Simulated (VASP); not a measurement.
OSZICAR of a VASP run on ZrC (rock salt):

File OSZICAR:
```
       N       E                     dE             d eps       ncg     rms          rms(c)
DAV:   1     0.111719898444E+03    0.11172E+03   -0.90272E+03  1728   0.135E+03
DAV:   2    -0.169101465416E+02   -0.12863E+03   -0.12119E+03  2024   0.335E+02
DAV:   3    -0.227179468167E+02   -0.58078E+01   -0.56740E+01  2540   0.644E+01
DAV:   4    -0.229251132885E+02   -0.20717E+00   -0.20705E+00  2236   0.115E+01
DAV:   5    -0.229306826411E+02   -0.55694E-02   -0.55691E-02  2484   0.158E+00    0.212E+01
DAV:   6    -0.196024678178E+02    0.33282E+01   -0.16594E+01  1940   0.284E+01    0.810E+00
DAV:   7    -0.194709140639E+02    0.13155E+00   -0.76980E-01  2004   0.706E+00    0.591E+00
DAV:   8    -0.194635630170E+02    0.73510E-02   -0.13866E-01  1860   0.353E+00    0.143E+00
DAV:   9    -0.194594957608E+02    0.40673E-02   -0.30354E-02  2148   0.118E+00    0.463E-01
DAV:  10    -0.194598186391E+02   -0.32288E-03   -0.19875E-03  1964   0.575E-01    0.346E-01
DAV:  11    -0.194596472812E+02    0.17136E-03   -0.64801E-04  1928   0.208E-01    0.171E-02
DAV:  12    -0.194596457851E+02    0.14961E-05   -0.11378E-05  2584   0.382E-02    0.112E-02
DAV:  13    -0.194596454430E+02    0.34209E-06   -0.27078E-07  1124   0.586E-03
   1 F= -.19459645E+02 E0= -.19459535E+02  d E =-.331782E-03
```

Problem. Which electronic solver shows in the log?

Solution. It is blocked Davidson (ALGO = Normal, or the opening steps of other solvers). The INCAR had ALGO = Normal.

Problem. Can the final energy be trusted as converged?

Solution. The calculation finished and met its thresholds. It stopped with EDIFF = 1E-6, NELM = 100 (PBE GGA, plane waves, VASP's PBE PAW potentials (set 64)).

The compound is ZrC in the rock salt structure. The cell was not relaxed at this level.
